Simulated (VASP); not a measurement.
All values below come from PBE GGA, VASP's PBE PAW potentials (set 64) (plane waves; VASP 6.6.1).

The input files of a VASP run:

INCAR:
```
! general
SYSTEM  = CuI
PREC    = Accurate
ENCUT   = 400   ! plane-wave cut-off (eV)
LREAL   = .FALSE.   ! projection in real space or not
LASPH   = .TRUE.   ! aspherical one-centre terms
NBANDS  = 39

! electronic loop
EDIFF   = 1E-7   ! SCF stop (eV)
NELM    = 100   ! most electronic steps
ALGO    = Normal
LMAXMIX = 4

! smearing
ISMEAR  = 0
SIGMA   = 0.01

! functional
GGA     = PE   ! PBE

! output
LWAVE   = .FALSE.
LCHARG  = .FALSE.
NEDOS   = 1001

! other
LOPTICS = .TRUE.
CSHIFT  = 0.1
```

**KPOINTS**
```
Automatic mesh
0
Gamma
14 14 14
0 0 0
```

POSCAR:
```
CuI
4.2926380
  0.0000000000   0.7071067950   0.7071067950
  0.7071067950   0.0000000000   0.7071067950
  0.7071067950   0.7071067950   0.0000000000
Cu I
1 1
Cartesian
  0.0000000000   0.7071067950   0.7071067950
  0.3535533975   0.3535533975   0.3535533975
```

POTCAR, in this order: Cu I (PBE.64 set). Program: vasp_std.

Output

**OSZICAR**
```
       N       E                     dE             d eps       ncg     rms          rms(c)
DAV:   1     0.107823063220E+03    0.10782E+03   -0.53715E+03  9685   0.406E+02
DAV:   2     0.761945879541E+01   -0.10020E+03   -0.83024E+02  9156   0.130E+02
DAV:   3    -0.544464351742E+01   -0.13064E+02   -0.12508E+02  9758   0.396E+01
DAV:   4    -0.576929248924E+01   -0.32465E+00   -0.32402E+00 10072   0.619E+00
DAV:   5    -0.577747361331E+01   -0.81811E-02   -0.81803E-02 10256   0.109E+00    0.522E+00
DAV:   6    -0.571499001377E+01    0.62484E-01   -0.99838E-01 10885   0.175E+01    0.328E+00
DAV:   7    -0.556465755392E+01    0.15033E+00   -0.25009E-01 10757   0.106E+01    0.177E+00
DAV:   8    -0.556412345769E+01    0.53410E-03   -0.13042E-02 12645   0.638E-01    0.310E-01
DAV:   9    -0.556271585111E+01    0.14076E-02   -0.30747E-03 11203   0.987E-01    0.676E-02
DAV:  10    -0.556284023547E+01   -0.12438E-03   -0.16369E-04 10391   0.123E-01    0.180E-02
DAV:  11    -0.556284793335E+01   -0.76979E-05   -0.22818E-05 12602   0.587E-02    0.964E-03
DAV:  12    -0.556285012844E+01   -0.21951E-05   -0.54600E-06 10401   0.251E-02    0.390E-03
DAV:  13    -0.556285047004E+01   -0.34160E-06   -0.41415E-07 10122   0.290E-03    0.233E-03
DAV:  14    -0.556285064706E+01   -0.17702E-06   -0.83870E-08  9682   0.384E-03    0.333E-04
DAV:  15    -0.556285062216E+01    0.24905E-07   -0.92389E-09  6612   0.326E-04
   1 F= -.55628506E+01 E0= -.55628506E+01  d E =-.209275E-35
 imaginary and real dielectric function
```

OUTCAR:
```
------------------------ aborting loop because EDIFF is reached ----------------------------------------
  FORCE on cell =-STRESS in cart. coord.  units (eV):
  Direction    XX          YY          ZZ          XY          YZ          ZX
  --------------------------------------------------------------------------------------
  Total        0.0015935      0.0015935      0.0015935     -0.0000000      0.0000000      0.0000000
  in kB        0.0456474      0.0456474      0.0456474     -0.0000000      0.0000000      0.0000000
  external PRESSURE =       0.0456474 kB  Pullay stress =       0.0000000 kB
  volume of cell :       55.93
      direct lattice vectors                 reciprocal lattice vectors
     0.000000000  3.035353498  3.035353498    -0.164725460  0.164725460  0.164725460
     3.035353498  0.000000000  3.035353498     0.164725460 -0.164725460  0.164725460
     3.035353498  3.035353498  0.000000000     0.164725460  0.164725460 -0.164725460
  FREE ENERGIE OF THE ION-ELECTRON SYSTEM (eV)
  ---------------------------------------------------
  free  energy   TOTEN  =        -5.5628506222 eV

  energy  without entropy=       -5.5628506222  energy(sigma->0) =       -5.56285062

 plasma frequency squared (from intraband transitions) (eV^2)
  --------------------------------------------------------------------------------------
       0.000       0.000       0.000
       0.000       0.000      -0.000
       0.000      -0.000       0.000

 plasma frequency squared (from interband transitions, int dw w eps(2)(w)) (eV^2)
  --------------------------------------------------------------------------------------
     268.822       0.000      -0.000       0.000       0.000      -0.000
      -0.000      -0.000     268.822       0.000       0.000       0.000
       0.000       0.000       0.000      -0.000     268.822       0.000
```
(Selected blocks of OUTCAR.)

File OUTCAR:
```
 val. band max:        4.3904068111   @ k =   0.0000   0.0000   0.0000

 cond. band min:       5.5213585791   @ k =   0.0000   0.0000   0.0000


 Fermi energy:         4.4741663405

 k-point     1 :       0.0000    0.0000    0.0000
  band No.  band energies     occupation
      1      -9.6013      2.00000
      2       0.7685      2.00000
      3       0.7685      2.00000
      4       0.7685      2.00000
      5       2.5559      2.00000
      6       2.5559      2.00000
      7       4.3904      2.00000
      8       4.3904      2.00000
      9       4.3904      2.00000
     10       5.5214      0.00000
     11       9.2644      0.00000
     12       9.2644      0.00000
     13       9.2645      0.00000
     14      12.5614      0.00000
     15      13.9601      0.00000
     16      13.9601      0.00000
     17      15.2364      0.00000
     18      15.2364      0.00000
     19      15.2364      0.00000
     20      18.1885      0.00000
     21      25.6755      0.00000
     22      25.6755      0.00000
     23      25.6755      0.00000
     24      26.9163      0.00000
     25      26.9163      0.00000
     26      26.9163      0.00000
     27      28.0738      0.00000
     28      28.0738      0.00000
     29      28.0738      0.00000
     30      28.8580      0.00000
     31      28.8580      0.00000
     32      34.0545      0.00000
     33      34.5614      0.00000
     34      34.5614      0.00000
     35      34.5614      0.00000
     36      36.0655      0.00000
     37      37.3835      0.00000
     38      37.3835      0.00000
     39      39.1248      0.00000

 k-point     2 :       0.0714    0.0000    0.0000
  band No.  band energies     occupation
      1      -9.5773      2.00000
      2       0.6683      2.00000
      3       0.7704      2.00000
      4       0.7704      2.00000
      5       2.5535      2.00000
      6       2.5535      2.00000
      7       4.1121      2.00000
      8       4.3508      2.00000
      9       4.3508      2.00000
...
```

Unless said otherwise, spin-orbit coupling is left out, though it shifts the bands of the heavy elements here.

The compound is CuI in the zinc blende structure. It was relaxed first.
